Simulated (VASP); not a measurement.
# Rb2Si2S (P-3m1) in VASP: single point with PBE

Aim: the single point of Rb2Si2S with PBE.

Program: VASP 6.6.1. These are calculated values, not measurements. Logs are shortened: lines on timing, memory, paths and dates and some standing lists are left out, and cuts for length are marked.

## (1) The cell of the first run

The structure is trigonal, space group P-3m1 (No. 164). Conventional cell: a = 4.043 Å, b = 4.043 Å, c = 11.312 Å, α = 90.00°, β = 90.00°, γ = 120.00°. Around Rb (site symmetry 3m) lie 3 S at 3.11 Å. Around Si (site symmetry 3m) lie 3 Si at 2.39 Å. S (site symmetry -3m) is surrounded by 6 Rb at 3.11 Å.

The cell was built by a generator and needn't be a form met in nature.

## (2) Single point, PBE (species swapped into the EuMg2Bi2 type (P-3m1, No. 164))

INCAR reads:

```
  PREC = Accurate
  ENCUT = 520
  EDIFF = 1E-6
  ISMEAR = 0
  SIGMA = 0.1
  LREAL = False
  LASPH = True
  NELM = 100
  ALGO = Fast
  ISIF = 2
  LWAVE = False
  LCHARG = True
  GGA = PE
  LELF = True
  LVHAR = True
  NBANDS = 24
```

KPOINTS reads:

```
Automatic mesh
0
Gamma
  6 6 2
```

POSCAR reads:

```
Rb2Si2S
1.0
    4.0427675132      0.0000000023      0.0000000000
   -2.0213837586      3.5011393668      0.0000000000
    0.0000000000      0.0000000000     11.3124925246
Rb Si S
2 2 1
Direct
    0.6666666667      0.3333333333      0.1822570330
    0.3333333333      0.6666666667      0.8177429670
    0.6666666667      0.3333333333      0.5229984668
    0.3333333333      0.6666666667      0.4770015332
    0.0000000000      0.0000000000      0.0000000000
```

Potentials or basis: VASP PAW PBE potentials, release 64 (Rb_sv, Si, S).

Command:

```sh
$ cat potpaw_PBE.64/Rb_sv/POTCAR potpaw_PBE.64/Si/POTCAR potpaw_PBE.64/S/POTCAR > POTCAR
$ mpirun -np 1 vasp_std > vasp.out
```

OUTCAR:

```text
PREC = Accurate
   ENCUT = 520
   EDIFF = 1E-6
   ISMEAR = 0
   LREAL = False
   LASPH = True
   NELM = 100
   ISIF = 2
   GGA = PE

 ion  position               nearest neighbor table
   1  0.667  0.333  0.182-   5 3.11   5 3.11   5 3.11   3 3.85   4 4.07   4 4.07   4 4.07   2 4.74
                             2 4.74   2 4.74
   2  0.333  0.667  0.818-   5 3.11   5 3.11   5 3.11   4 3.85   3 4.07   3 4.07   3 4.07   1 4.74
                             1 4.74   1 4.74
   3  0.667  0.333  0.523-   4 2.39   4 2.39   4 2.39   1 3.85   2 4.07   2 4.07   2 4.07
   4  0.333  0.667  0.477-   3 2.39   3 2.39   3 2.39   2 3.85   1 4.07   1 4.07   1 4.07
   5  0.000  0.000  0.000-   1 3.11   2 3.11   2 3.11   1 3.11   1 3.11   2 3.11

  LATTYP: Found a hexagonal cell.
 ALAT       =     4.0427675132
 C/A-ratio  =     2.7982050632

  Lattice vectors:

 A1 = (   4.0427675132,   0.0000000023,   0.0000000000)
 A2 = (  -2.0213837586,   3.5011393668,   0.0000000000)
 A3 = (   0.0000000000,   0.0000000000,  11.3124925246)

Analysis of symmetry for initial positions (statically):
=====================================================================
 Subroutine PRICEL returns:
 Original cell was already a primitive cell.

 Routine SETGRP: Setting up the symmetry group for a
 hexagonal supercell.

 Subroutine GETGRP returns: Found 12 space group operations
 (whereof 12 operations were pure point group operations)
 out of a pool of 24 trial point group operations.

The static configuration has the point symmetry D_3d.

Analysis of symmetry for dynamics (positions and initial velocities):
=====================================================================
 Subroutine PRICEL returns:
 Original cell was already a primitive cell.

 Routine SETGRP: Setting up the symmetry group for a
 hexagonal supercell.

 Subroutine GETGRP returns: Found 12 space group operations
 (whereof 12 operations were pure point group operations)
 out of a pool of 24 trial point group operations.

The dynamic configuration has the point symmetry D_3d.

 Subroutine INISYM returns: Found 12 space group operations
 (whereof 12 operations are pure point group operations),
 and found     1 'primitive' translations

----------------------------------------------------------------------------------------

                                     Primitive cell

  volume of cell :     160.1203

  direct lattice vectors                    reciprocal lattice vectors
     4.042767513  0.000000002  0.000000000     0.247355307  0.142810653  0.000000000
    -2.021383759  3.501139367  0.000000000    -0.000000000  0.285621306  0.000000000
     0.000000000  0.000000000 11.312492525     0.000000000  0.000000000  0.088397848

  length of vectors
     4.042767513  4.042767513 11.312492525     0.285621306  0.285621306  0.088397848

  position of ions in fractional coordinates (direct lattice)
     0.666666667  0.333333333  0.182257033
     0.333333333  0.666666667  0.817742967
     0.666666667  0.333333333  0.522998467
     0.333333333  0.666666667  0.477001533
     0.000000000  0.000000000  0.000000000

  ion indices of the primitive-cell ions
   primitive index   ion index
                 1           1
                 2           2
                 3           3
                 4           4
                 5           5

----------------------------------------------------------------------------------------

 KPOINTS: Automatic mesh

Automatic generation of k-mesh.
 Grid dimensions read from file:
 generate k-points for:    6    6    2

 Generating k-lattice:

  Cartesian coordinates                     Fractional coordinates (reciprocal lattice)
     0.041225885  0.023801776  0.000000000     0.166666667 -0.000000000  0.000000000
    -0.000000000  0.047603551  0.000000000     0.000000000  0.166666667  0.000000000
     0.000000000  0.000000000  0.044198924     0.000000000  0.000000000  0.500000000

  Length of vectors
     0.047603551  0.047603551  0.044198924

  Shift w.r.t. Gamma in fractional coordinates (k-lattice)
     0.000000000  0.000000000  0.000000000

 Subroutine IBZKPT returns following result:
 ===========================================

 Found     14 irreducible k-points:

 Following reciprocal coordinates:
            Coordinates               Weight
  0.000000  0.000000  0.000000      1.000000
  0.166667  0.000000  0.000000      6.000000
  0.333333  0.000000  0.000000      6.000000
  0.500000  0.000000  0.000000      3.000000
  0.166667  0.166667  0.000000      6.000000
  0.333333  0.166667  0.000000     12.000000
  0.333333  0.333333  0.000000      2.000000
  0.000000  0.000000  0.500000      1.000000
  0.166667  0.000000  0.500000      6.000000
  0.333333  0.000000  0.500000      6.000000
  0.500000  0.000000  0.500000      3.000000
  0.166667  0.166667  0.500000      6.000000
  0.333333  0.166667  0.500000     12.000000
  0.333333  0.333333  0.500000      2.000000
   k-points           NKPTS =     14   k-points in BZ     NKDIM =     14   number of bands    NBANDS=     24
   number of dos      NEDOS =    301   number of ions     NIONS =      5
   total plane-waves  NPLWV =  75600
   dimension x,y,z NGX =    30 NGY =   30 NGZ =   84
   dimension x,y,z NGXF=    60 NGYF=   60 NGZF=  168
   ions per type =               2   2   1
   NGX,Y,Z   is equivalent  to a cutoff of  12.34, 12.34, 12.34 a.u.
   NGXF,Y,Z  is equivalent  to a cutoff of  24.67, 24.67, 24.69 a.u.
 SYSTEM =  unknown system
   PREC   = accura    normal or accurate (medium, high low for compatibility)
   ISTART =      0    job   : 0-new  1-cont  2-samecut
   ICHARG =      2    charge: 1-file 2-atom 10-const
   ISPIN  =      1    spin polarized calculation?
   LNONCOLLINEAR =      F non collinear calculations
   LSORBIT =      F    spin-orbit coupling
   LASPH  =      T    aspherical Exc in radial PAW
   ENCUT  =  520.0 eV  38.22 Ry    6.18 a.u.   7.52  7.52 21.03*2*pi/ulx,y,z
   NELM   =    100;   NELMIN=  2; NELMDL= -5     # of ELM steps
   EDIFF  = 0.1E-05   stopping-criterion for ELM
   LREAL  =      F    real-space projection
   EDIFFG = 0.1E-04   stopping-criterion for IOM
   NSW    =      0    number of steps for IOM
   IBRION =     -1    ionic relax: 0-MD 1-quasi-New 2-CG
   NFREE  =      0    steps in history (QN), initial steepest desc. (CG)
   ISIF   =      2    stress and relaxation
   ISYM   =      2    0-nonsym 1-usesym 2-fastsym
   POTIM  = 0.5000    time-step for ionic-motion
   TEBEG  =    0.0;   TEEND  =   0.0 temperature during run
   PSTRESS=    0.0 pullay stress
   NELECT =      32.0000    total number of electrons
   NUPDOWN=      -1.0000    fix difference up-down
   EMIN   =  10.00;   EMAX   =-10.00  energy-range for DOS
   EFERMI =   0.00;   METHOD = LEGACY
   ISMEAR =     0;   SIGMA  =   0.10  broadening in eV -4-tet -1-fermi 0-gaus
   EFERMI_NEDOS =   21; number of points for ismear=-14 and -15
   IALGO  =     68    algorithm
   IMIX   =      4    mixing-type and parameters
     AMIX     =   0.40;   BMIX     =  1.00
     AMIX_MAG =   1.60;   BMIX_MAG =  1.00
  volume/ion in A,a.u.               =      32.02       216.11
  Fermi-wavevector in a.u.,A,eV,Ry     =   0.957141  1.808735 12.464559  0.916119
  Thomas-Fermi vector in A             =   2.086133
   LORBIT       =      0    0 simple, 1 ext, 2 COOP (PROOUT), +10 PAW based schemes
   GGA     = PE    functional components
   LHFCALC =     F    Hartree Fock is set to
   AEXX    =    0.0000 exact exchange contribution
   IVDW    =     0    specifies the selected vdW correction
   LEPSILON=     F    determine dielectric tensor
   LRPA    =     F    only Hartree local field effects (RPA)
 non-spin polarized calculation
 RMM-DIIS sequential band-by-band and
 Gauss-broadening in eV      SIGMA  =   0.10
  energy-cutoff  :      520.00
  volume of cell :      160.12
 maximum number of plane-waves:      4345
   NGX = 15   NGY = 15   NGZ = 43

 number of electron      32.0000001 magnetization

 Free energy of the ion-electron system (eV)
  ---------------------------------------------------
  ext. energy  EPLUGINS =         0.00000000
  ---------------------------------------------------
  free energy    TOTEN  =       -17.67086899 eV

  energy without entropy =      -17.64403108  energy(sigma->0) =      -17.65745003

 E-fermi :   1.8925     XC(G=0):  -7.8913

 val. band max:        1.8173869628   @ k =   0.3333   0.0000   0.0000
 cond. band min:       1.9338716968   @ k =   0.3333   0.1667   0.5000
 fundamental gap:      0.1164847340
 Fermi energy:         1.8924757105

 k-point     1 :       0.0000    0.0000    0.0000
  band No.  band energies     occupation
      1     -24.6944      2.00000
      2     -24.6872      2.00000
      3      -9.7433      2.00000
      4      -8.9798      2.00000
      5      -8.7906      2.00000
      6      -8.6154      2.00000
[... 16 lines left out ...]
     23       7.2625      0.00000
     24       8.0478      0.00000

 k-point     2 :       0.1667    0.0000    0.0000
  band No.  band energies     occupation
      1     -24.6811      2.00000
      2     -24.6749      2.00000
      3      -9.6581      2.00000
      4      -8.8920      2.00000
      5      -8.7788      2.00000
      6      -8.7628      2.00000
[... 16 lines left out ...]
     23       6.8007      0.00000
     24       7.3122      0.00000

 k-point     3 :       0.3333    0.0000    0.0000
  band No.  band energies     occupation
      1     -24.6542      2.00000
      2     -24.6504      2.00000
      3      -9.6016      2.00000
      4      -9.0809      2.00000
      5      -8.9177      2.00000
      6      -8.7282      2.00000
[... 16 lines left out ...]
     23       6.9337      0.00000
     24       7.6225      0.00000
[... 244 lines left out ...]
 k-point    13 :       0.3333    0.1667    0.5000
  band No.  band energies     occupation
      1     -24.6403      2.00000
      2     -24.6383      2.00000
      3      -9.5940      2.00000
      4      -9.1484      2.00000
      5      -8.8793      2.00000
      6      -8.8304      2.00000
[... 16 lines left out ...]
     23       7.0031      0.00000
     24       7.7382      0.00000

 k-point    14 :       0.3333    0.3333    0.5000
  band No.  band energies     occupation
      1     -24.6329      2.00000
      2     -24.6329      2.00000
      3      -9.5384      2.00000
      4      -9.0478      2.00000
      5      -9.0286      2.00000
      6      -9.0286      2.00000
[... 16 lines left out ...]
     23       7.0320      0.00000
     24       7.9300      0.00000

------------------------ aborting loop because EDIFF is reached ----------------------------------------

  FORCE on cell =-STRESS in cart. coord.  units (eV):
  Direction    XX          YY          ZZ          XY          YZ          ZX
  --------------------------------------------------------------------------------------
  -------------------------------------------------------------------------------------
  Total        0.0369819      0.0369819      0.2865287     -0.0000000      0.0000000     -0.0000000
  in kB        0.3700439      0.3700439      2.8670299     -0.0000000      0.0000000     -0.0000000
  external PRESSURE =       1.2023725 kB  Pullay stress =       0.0000000 kB

 VOLUME and BASIS-vectors are now :
 -----------------------------------------------------------------------------
  energy-cutoff  :      520.00
  volume of cell :      160.12
      direct lattice vectors                 reciprocal lattice vectors
     4.042767513  0.000000002  0.000000000     0.247355307  0.142810653  0.000000000
    -2.021383759  3.501139367  0.000000000    -0.000000000  0.285621306  0.000000000
     0.000000000  0.000000000 11.312492525     0.000000000  0.000000000  0.088397848

 POSITION                                       TOTAL-FORCE (eV/Angst)
 -----------------------------------------------------------------------------------
      2.02138      1.16705      2.06178         0.000000     -0.000000      0.007448
     -0.00000      2.33409      9.25071        -0.000000     -0.000000     -0.007448
      2.02138      1.16705      5.91642        -0.000000      0.000000     -0.010744
     -0.00000      2.33409      5.39608        -0.000000      0.000000      0.010744
      0.00000      0.00000      0.00000        -0.000000      0.000000      0.000000
 -----------------------------------------------------------------------------------
    total drift:                                0.000000     -0.000000     -0.000000

  FREE ENERGIE OF THE ION-ELECTRON SYSTEM (eV)
  ---------------------------------------------------
  free  energy   TOTEN  =       -17.6708689916 eV

  energy  without entropy=      -17.6440310772  energy(sigma->0) =      -17.65745003
```

Wall time 2.1 min (1 thread of Intel Xeon Platinum 8559C (Emerald Rapids), shared host); peak memory 0.27 GiB.

What came out:

| Property | Result |
| --- | --- |
| Free energy | -17.6709 eV |
| Pressure | 0.1 GPa |
| Largest force | 0.011 eV/Å |
| Band gap on the k mesh | none (metal or under the smearing width) |

Forces in eV/Å, atoms in the order of the input:
```
Rb   0.000  0.000  0.007
Rb   0.000  0.000 -0.007
Si   0.000  0.000 -0.011
Si   0.000  0.000  0.011
S    0.000  0.000  0.000
```

Levels at points of the mesh, in eV from the Fermi level:
```
           k point  band 14  band 15  band 16  band 17  band 18  band 19
(0.00, 0.00, 0.00)    -1.29     0.17     0.17     0.37     0.97     2.40
(0.50, 0.00, 0.00)    -1.44    -0.85    -0.22    -0.15     0.47     3.49
(0.00, 0.00, 0.50)    -1.45     0.17     0.17     0.37     1.56     2.40
(0.50, 0.00, 0.50)    -1.34    -0.77    -0.28    -0.16     0.47     3.05
```
